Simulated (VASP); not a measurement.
A convergence study with VASP on PbS (rock salt): one setting is varied, all else stays as given below, so the limit is that of these other settings. Each run relaxes cell and ions from the cell shown.

```yaml
crystal:
  lattice:
    - [0.00000, 2.97000, 2.97000]
    - [2.97000, 0.00000, 2.97000]
    - [2.97000, 2.97000, 0.00000]
  atoms:
    - { symbol: Pb, position: [0.00000, 0.00000, 0.00000] }
    - { symbol: S, position: [0.50000, 0.50000, 0.50000] }
```

Level of theory: PBEsol GGA, VASP's PBE PAW potentials (set 64) (plane waves; VASP). The tightest run used: 550 eV cut-off, 12×12×12 Γ-centred mesh, Gaussian smearing of 0.050 eV, potentials Pb_d S.

Unless said otherwise, spin-orbit coupling is left out, though it shifts the bands of the heavy elements here. Gaps are read on the run's mesh, which can miss a band edge.

Question: The settings run are 2×2×2 mesh; 3×3×3 mesh; 4×4×4 mesh; 5×5×5 mesh; 6×6×6 mesh; 8×8×8 mesh; 9×9×9 mesh; 10×10×10 mesh; 11×11×11 mesh; 12×12×12 mesh. From which on does the relaxed volume stay within 0.05 Å³/atom of the tightest run?

Answer: From 6×6×6 mesh on: it is off by 0.017 there and by no more than 0.05 in any finer run, while 5×5×5 mesh is off by 0.112.
| setting | relaxed volume (Å³/atom) | E (eV/atom) | gap on the mesh (eV) | irreducible k-points | difference judged (Å³/atom) |
|---|---|---|---|---|---|
| 2×2×2 mesh | 29.224 | -4.0753 | 0.335 | 3 | 3.519 |
| 3×3×3 mesh | 25.184 | -4.7952 | 2.153 | 4 | 0.521 |
| 4×4×4 mesh | 25.741 | -4.7218 | 0.205 | 8 | 0.036 |
| 5×5×5 mesh | 25.593 | -4.7368 | 1.236 | 10 | 0.112 |
| 6×6×6 mesh | 25.688 | -4.7300 | 0.198 | 16 | 0.017 |
| 8×8×8 mesh | 25.700 | -4.7289 | 0.198 | 29 | 0.005 |
| 9×9×9 mesh | 25.688 | -4.7291 | 0.693 | 35 | 0.016 |
| 10×10×10 mesh | 25.704 | -4.7286 | 0.198 | 47 | 0.000 |
| 11×11×11 mesh | 25.697 | -4.7287 | 0.577 | 56 | 0.008 |
| 12×12×12 mesh | 25.705 | -4.7285 | 0.198 | 72 | 0.000 |

Left out are rungs that failed or repeat a setting and relaxations that didn't move; long series are thinned to 24 rows.

The compound is PbS in the rock salt structure.
